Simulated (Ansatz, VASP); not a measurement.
# Hf (Hafnium) in two plane-wave programs, part 2 of 2

Wanted: the spread between two codes on one cell, functional and k mesh. The structure shown comes from an earlier Ansatz run, which isn't shown and may have moved the atoms alone.

VASP 6.6.1 and Ansatz 0.2.0.

So far: Starting point; Ansatz: elastic constants, LDA.

## 3. VASP: elastic constants, LDA

Level of this step: LDA; plane waves and PAW (Hf_pv) (VASP).

The same cell, functional (in two slightly different forms), mesh and smearing now go to VASP, with its own data sets.

Lines of VASP's logs that name or quote its potential files are left out, and so is its time.

INCAR reads:

```
SYSTEM = Hf
PREC = Accurate
ENCUT = 500
EDIFF = 1E-08
NELM = 120
ISMEAR = 1
SIGMA = 0.25
LREAL = .FALSE.
ALGO = Normal
GGA = PW92
NBANDS = 16
LASPH = .TRUE.
LORBIT = 11
LWAVE = .FALSE.
LCHARG = .FALSE.
ISIF = 3
IBRION = 6
NFREE = 2
POTIM = 0.015
NSW = 1
GGA_COMPAT = .FALSE.
KPAR = 2
```

POSCAR reads:

```
Hf
1.0
    3.1188709151      0.0000000000      0.0000000000
   -1.5594354575      2.7010214436      0.0000000000
    0.0000000000      0.0000000000      4.9430872505
Hf
2
Direct
    0.3333333333      0.6666666667      0.2500000000
    0.6666666667      0.3333333333      0.7500000000
```

KPOINTS reads:

```
Automatic mesh
0
Gamma
18 18 10
0 0 0
```

PAW data sets: Hf_pv (LDA family, release 64).

The run is started by

```sh
> mpirun -np 2 vasp_std
```

Numbers of over 12 decimals in the logs are rounded to 6 here.

The program printed:

```text
[banner, memory and clock lines left out]
running    2 mpi-ranks, on    1 nodes
 distrk:  each k-point on    1 cores,    2 groups
 distr:  one band on    1 cores,    1 groups

 POSCAR found type information on POSCAR Hf
 POSCAR found :  1 types and       2 ions
|                                                                             |
|               ----> ADVICE to this user running VASP <----                  |
|                                                                             |
|     You enforced a specific xc type in the INCAR file but a different       |
|     [... a line on the potential file left out ...]
|     I HOPE YOU KNOW WHAT YOU ARE DOING!                                     |
|                                                                             |

 LDA part: xc-table for (Slater(with rela. corr.)+PW92), standard interpolation
 POSCAR, INCAR and KPOINTS ok, starting setup
 FFT: planning ... GRIDC
 FFT: planning ... GRID_SOFT
 FFT: planning ... GRID
 WAVECAR not read
 entering main loop
       N       E                     dE             d eps       ncg     rms          rms(c)
DAV:   1     0.459398093803E+02    0.45940E+02   -0.11410E+04  7136   0.117E+03
DAV:   2    -0.205264102512E+02   -0.66466E+02   -0.65039E+02  9456   0.250E+02
DAV:   3    -0.220546752798E+02   -0.15283E+01   -0.15198E+01  9352   0.260E+01
DAV:   4    -0.220657933005E+02   -0.11118E-01   -0.11113E-01  8856   0.267E+00
DAV:   5    -0.220659189146E+02   -0.12561E-03   -0.12561E-03  9320   0.236E-01    0.682E+01
DAV:   6    -0.215576060553E+02    0.50831E+00   -0.43603E-01  8496   0.439E+00    0.401E+01
DAV:   7    -0.213763991298E+02    0.18121E+00   -0.69439E-01  8720   0.533E+00    0.186E+00
DAV:   8    -0.213680605373E+02    0.83386E-02   -0.41958E-02  8168   0.144E+00    0.320E-01
DAV:   9    -0.213681389200E+02   -0.78383E-04   -0.90527E-04  9640   0.219E-01    0.174E-01
DAV:  10    -0.213681359593E+02    0.29607E-05   -0.43558E-05  8352   0.477E-02    0.198E-01
DAV:  11    -0.213681328458E+02    0.31135E-05   -0.44926E-06  9448   0.142E-02    0.120E-02
DAV:  12    -0.213681328125E+02    0.33274E-07   -0.41069E-07  8424   0.443E-03    0.680E-03
DAV:  13    -0.213681328009E+02    0.11581E-07   -0.21141E-08  6792   0.109E-03    0.123E-03
DAV:  14    -0.213681328008E+02    0.14802E-09   -0.19333E-09  5032   0.375E-04
   1 F= -.21368133E+02 E0= -.21369810E+02  d E =0.503257E-02
[... from here on, the cycles between the ionic steps are left out ...]
   2 F= -.21362309E+02 E0= -.21364109E+02  d E =0.540039E-02
   3 F= -.21362126E+02 E0= -.21363650E+02  d E =0.457323E-02
   9 F= -.21366216E+02 E0= -.21367882E+02  d E =0.499765E-02
  10 F= -.21366849E+02 E0= -.21368518E+02  d E =0.500617E-02
  11 F= -.21366849E+02 E0= -.21368518E+02  d E =0.500618E-02
  12 F= -.21366849E+02 E0= -.21368517E+02  d E =0.500499E-02
  13 F= -.21366849E+02 E0= -.21368517E+02  d E =0.500500E-02
  14 F= -.21367946E+02 E0= -.21369610E+02  d E =0.499193E-02
  15 F= -.21367946E+02 E0= -.21369610E+02  d E =0.499192E-02
  16 F= -.21367673E+02 E0= -.21369378E+02  d E =0.511608E-02
 Finite differences progress:
  Degree of freedom:   8/  8
  Displacement:        1/  2
  Total:              15/ 16
 bond charge predicted
       N       E                     dE             d eps       ncg     rms          rms(c)
DAV:   1    -0.213581485911E+02    0.95243E-02   -0.24808E+00 10560   0.130E+01    0.897E-01
DAV:   2    -0.213677687202E+02   -0.96201E-02   -0.11212E-01 12328   0.248E+00    0.228E-01
DAV:   3    -0.213677219790E+02    0.46741E-04   -0.90685E-04 14120   0.244E-01    0.954E-02
DAV:   4    -0.213676763711E+02    0.45608E-04   -0.85563E-05 12152   0.775E-02    0.200E-02
DAV:   5    -0.213676732505E+02    0.31206E-05   -0.73335E-06 13384   0.222E-02    0.574E-03
DAV:   6    -0.213676729658E+02    0.28477E-06   -0.76375E-07 13400   0.698E-03    0.216E-03
DAV:   7    -0.213676728937E+02    0.72022E-07   -0.15276E-07 12656   0.315E-03    0.631E-04
DAV:   8    -0.213676728910E+02    0.26967E-08   -0.10426E-08  7512   0.852E-04
  17 F= -.21367673E+02 E0= -.21369378E+02  d E =0.511608E-02
 Finite differences progress:
  Degree of freedom:   8/  8
  Displacement:        2/  2
  Total:              16/ 16
```

Parts of OUTCAR (step 3):

```text
ion  position               nearest neighbor table
   1  0.333  0.667  0.250-   2 3.06   2 3.06   2 3.06   2 3.06   2 3.06   2 3.06
   2  0.667  0.333  0.750-   1 3.06   1 3.06   1 3.06   1 3.06   1 3.06   1 3.06

  LATTYP: Found a hexagonal cell.
 ALAT       =     3.1188709151
 C/A-ratio  =     1.5848963888

 Subroutine GETGRP returns: Found 24 space group operations
 (whereof 12 operations were pure point group operations)

The static configuration has the point symmetry D_3d.
 The point group associated with its full space group is D_6h.

 Found    222 irreducible k-points:

   k-points           NKPTS =    222   k-points in BZ     NKDIM =    222   number of bands    NBANDS=     16

   dimension x,y,z NGX =    24 NGY =   24 NGZ =   36
   dimension x,y,z NGXF=    48 NGYF=   48 NGZF=   72

   ENCUT  =  500.0 eV  36.75 Ry    6.06 a.u.   5.69  5.69  9.01*2*pi/ulx,y,z

   NELECT =      20.0000    total number of electrons

 k-points in reciprocal lattice and weights: Automatic mesh
   0.00000000  0.00000000  0.00000000       0.000
   0.05555556 -0.00000000  0.00000000       0.002
   0.11111111 -0.00000000  0.00000000       0.002
   0.16666667  0.00000000  0.00000000       0.002
   0.22222222  0.00000000  0.00000000       0.002
   0.27777778  0.00000000  0.00000000       0.002
   0.33333333  0.00000000  0.00000000       0.002
   0.38888889 -0.00000000  0.00000000       0.002
   0.44444444  0.00000000  0.00000000       0.002
[...]
0.33333333  0.27777778  0.50000000       0.004
   0.33333333  0.33333333  0.50000000       0.001

 average (electrostatic) potential at core
       1 -36.9482       2 -36.9481

 E-fermi :   5.3297

 k-point     1 :       0.0000    0.0000    0.0000
  band No.  band energies     occupation
    ...
      4     -24.4886      2.00000
      5     -24.4870      2.00000
      6     -24.4870      2.00000
      7      -2.2369      2.00000
      8       1.3757      2.00000
      9       6.3702     -0.00000
     10       6.4351     -0.00000
     11       6.4351     -0.00000
     12       6.7266     -0.00000
     13       7.3220     -0.00000
    ...

 k-point     2 :       0.0556   -0.0000    0.0000
  band No.  band energies     occupation
    ...
      4     -24.5111      2.00000
      5     -24.4933      2.00000
      6     -24.4899      2.00000
      7      -2.1337      2.00000
      8       1.4776      2.00000
      9       6.1173     -0.00008
     10       6.2191     -0.00001
     11       6.5317     -0.00000
     12       6.9678     -0.00000
     13       7.2118     -0.00000
    ...

 k-point     3 :       0.1111   -0.0000    0.0000
  band No.  band energies     occupation
    ...
      4     -24.5798      2.00000
      5     -24.5073      2.00000
      6     -24.4987      2.00000
      7      -1.8315      2.00000
      8       1.7686      2.00000
      9       5.6456     -0.07047
     10       5.7722     -0.03122
     11       6.8194     -0.00000
     12       6.8943     -0.00000
     13       7.3356     -0.00000
    ...

  Total       -0.0043318     -0.0043318     -0.0070959     -0.0000000      0.0000000      0.0000000
  in kB       -0.1666678     -0.1666678     -0.2730187     -0.0000000      0.0000000      0.0000000
  external PRESSURE =      -0.2021181 kB  Pullay stress =       0.0000000 kB

  energy-cutoff  :      500.00
  volume of cell :       41.64
      direct lattice vectors                 reciprocal lattice vectors
     3.118870915  0.000000000  0.000000000     0.320628852  0.185115154  0.000000000
    -1.559435458  2.701021444  0.000000000     0.000000000  0.370230308  0.000000000
     0.000000000  0.000000000  4.943087250     0.000000000  0.000000000  0.202302721

 POSITION                                       TOTAL-FORCE (eV/Angst)
 -----------------------------------------------------------------------------------
     -0.00000      1.80068      1.22077        -0.000000      0.000000      0.061634
      1.55944      0.90034      3.70732         0.000000     -0.000000     -0.061634
 -----------------------------------------------------------------------------------
    total drift:                               -0.000000      0.000000     -0.000850

  FREE ENERGIE OF THE ION-ELECTRON SYSTEM (eV)
  ---------------------------------------------------
  free  energy   TOTEN  =       -21.3676728910 eV

  energy  without entropy=      -21.3727889704  energy(sigma->0) =      -21.36937825

  SYMMETRIZED ELASTIC MODULI (kBar)
 Direction    XX          YY          ZZ          XY          YZ          ZX
 --------------------------------------------------------------------------------
 XX        2023.1109    712.2677    818.1283      0.0000     -0.0000      0.0000
 YY         712.2677   2023.1109    818.1283      0.0000     -0.0000      0.0000
 ZZ         818.1283    818.1283   2173.9093      0.0000     -0.0000     -0.0000
 XY           0.0000      0.0000      0.0000    655.4216     -0.0000     -0.0000
 YZ           0.0000     -0.0000     -0.0000      0.0000    439.0645      0.0000
 ZX           0.0000      0.0000      0.0000      0.0000      0.0000    439.0645
 --------------------------------------------------------------------------------

 Eigenvectors and eigenvalues of the dynamical matrix
 ----------------------------------------------------

   1 f  =    3.354749 THz    21.078511 2PiTHz  111.902391 cm-1    13.874122 meV
             X         Y         Z           dx          dy          dz
     -0.000000  1.800681  1.235772    -0.000000    0.000000    0.707107
      1.559435  0.900340  3.707315     0.000000   -0.000000   -0.707107

   2 f  =    2.139891 THz    13.445329 2PiTHz   71.379066 cm-1     8.849872 meV
             X         Y         Z           dx          dy          dz
     -0.000000  1.800681  1.235772     0.505060    0.494888    0.000000
      1.559435  0.900340  3.707315    -0.505060   -0.494888    0.000000

   3 f  =    2.139891 THz    13.445329 2PiTHz   71.379066 cm-1     8.849872 meV
             X         Y         Z           dx          dy          dz
     -0.000000  1.800681  1.235772     0.494888   -0.505060   -0.000000
      1.559435  0.900340  3.707315    -0.494888    0.505060   -0.000000

   4 f  =    0.000000 THz     0.000000 2PiTHz    0.000001 cm-1     0.000000 meV
             X         Y         Z           dx          dy          dz
     -0.000000  1.800681  1.235772    -0.000001   -0.556584    0.436136
      1.559435  0.900340  3.707315    -0.000001   -0.556584    0.436136

   5 f  =    0.000000 THz     0.000000 2PiTHz    0.000000 cm-1     0.000000 meV
             X         Y         Z           dx          dy          dz
     -0.000000  1.800681  1.235772    -0.000003   -0.436136   -0.556584
      1.559435  0.900340  3.707315    -0.000003   -0.436136   -0.556584

   6 f/i=    0.000000 THz     0.000000 2PiTHz    0.000000 cm-1     0.000000 meV
             X         Y         Z           dx          dy          dz
     -0.000000  1.800681  1.235772     0.707107   -0.000002   -0.000002
      1.559435  0.900340  3.707315     0.707107   -0.000002   -0.000002

 ELASTIC MODULI CONTR FROM IONIC RELAXATION (kBar)
 Direction    XX          YY          ZZ          XY          YZ          ZX
 --------------------------------------------------------------------------------
 XX        -127.1504    127.1504     -0.0000     -0.0000     -0.0000     -0.0000
 YY         127.1504   -127.1504      0.0000     -0.0000     -0.0000     -0.0000
 ZZ          -0.0000      0.0000     -0.0000      0.0000      0.0000      0.0000
 XY          -0.0000     -0.0000      0.0000   -127.1504     -0.0000     -0.0000
 YZ          -0.0000     -0.0000      0.0000     -0.0000     -0.0000     -0.0000
 ZX          -0.0000     -0.0000      0.0000     -0.0000     -0.0000     -0.0000
 --------------------------------------------------------------------------------

 TOTAL ELASTIC MODULI (kBar)
 Direction    XX          YY          ZZ          XY          YZ          ZX
 --------------------------------------------------------------------------------
 XX        1895.9604    839.4181    818.1283      0.0000     -0.0000     -0.0000
 YY         839.4181   1895.9604    818.1283      0.0000     -0.0000     -0.0000
 ZZ         818.1283    818.1283   2173.9093      0.0000     -0.0000     -0.0000
 XY           0.0000      0.0000      0.0000    528.2712     -0.0000     -0.0000
 YZ          -0.0000     -0.0000     -0.0000     -0.0000    439.0645      0.0000
 ZX          -0.0000     -0.0000      0.0000      0.0000      0.0000    439.0645
 --------------------------------------------------------------------------------

 total charge
# of ion       s       p       d       tot
------------------------------------------
    1        0.414   6.407   1.676   8.496
    2        0.414   6.407   1.676   8.496
--------------------------------------------------
tot          0.827  12.814   3.352  16.993

[... 3 further parts left out ...]
```

CONTCAR:

```
Hf
   1.00000000000000
     3.1188709151000000    0.0000000000000000    0.0000000000000000
    -1.5594354575000000    2.7010214436000002    0.0000000000000000
     0.0000000000000000    0.0000000000000000    4.9430872504999996
  Hf
     2
Direct
     0.3333333332999970    0.6666666667000031    0.2469654591877814
     0.6666666667000030    0.3333333332999970    0.7500000000000000
```

The last energy, forces, stress and levels in OUTCAR belong to the last displaced cell, not to the cell of POSCAR.

Levels, forces or a CONTCAR printed for this step are those of its last displaced cell, not of the structure at rest.

## 4. Side by side

Known differences besides the potentials themselves: the data sets hold 52 valence electrons in Ansatz (on its default PAW (the set named soft_2) files) and 20 in VASP; the cutoff is 550 eV in Ansatz and 500 eV in VASP; VASP's log shows a relativistic correction to its local exchange, Ansatz's none; VASP takes each elastic constant from one size of strain, Ansatz from those that its log lists. Total energies have different zeros and are not compared.

Compared:

| quantity | Ansatz | VASP | difference |
| --- | --- | --- | --- |
| C11 (GPa) | 189.1 | 189.6 | -0.24 % |
| C22 (GPa) | 189.1 | 189.6 | -0.24 % |
| C33 (GPa) | 217.0 | 217.4 | -0.17 % |
| C12 (GPa) | 83.2 | 83.9 | -0.92 % |
| C13 (GPa) | 81.0 | 81.8 | -0.95 % |
| C23 (GPa) | 81.0 | 81.8 | -0.95 % |
| C44 (GPa) | 44.8 | 43.9 | +2.03 % |
| C55 (GPa) | 44.8 | 43.9 | +2.03 % |
| C66 (GPa) | 53.0 | 52.8 | +0.29 % |

## 5. Summary of results

```yaml
difference_in_c44_elastic_constants_lda: 2.0 %
```

**Reading.** The difference in C44 is 2.0 % (elastic constants, LDA), within the 5 % picked in this series as the mark of a large difference. The data sets hold unlike numbers of valence electrons (52 in Ansatz and 20 in VASP), so part of the differences comes from the potentials. How closely two codes agree says nothing of how well the functional describes the real material.

[Lines on the potential files, build, host, timing and source positions are cut from VASP's logs without a mark.]

[Logs are printed without paths, hosts, clocks, repeated set-up lines and the standing remarks that a program may print on its own settings, such as how far it seeks lower states.]

[Hosts, paths, dates, database ids (printed as entryN), source tags and the programs' standing remarks are cut or masked in the printed files.]
